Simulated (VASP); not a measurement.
Input of a VASP 6.6.1 run:

File INCAR:

```
SYSTEM = Mg
  PREC = Accurate
  ENCUT = 520
  EDIFF = 1E-6
  ISMEAR = -1
  SIGMA = 0.05
  LREAL = .FALSE.
  LASPH = .TRUE.
  NELM = 100
  ALGO = Normal
  ISIF = 2
  LWAVE = .FALSE.
  LCHARG = .FALSE.
  NBANDS = 7
```

File KPOINTS:

```
regular mesh
0
G
  8 8 7
  0 0 0
```

Contents of POSCAR:

```
Mg
1.0
    3.0503000000      0.0000000000      0.0000000000
   -1.5251500000      2.6416370000      0.0000000000
    0.0000000000      0.0000000000      3.0448380000
Mg
1
Direct
    0.0000000000      0.0000000000      0.0000000000
```

Potentials or basis: VASP PAW LDA potentials, release 64 (Mg).

Launch:

```sh
$ cat potpaw_LDA.64/Mg/POTCAR > POTCAR
$ mpirun -np 1 vasp_std > vasp.out
```

(1) Estimate the band gap on the k mesh.

(2) What does it give for the pressure?

## Answers

(1) none (metal or under the smearing width).

(2) -0.9 GPa.
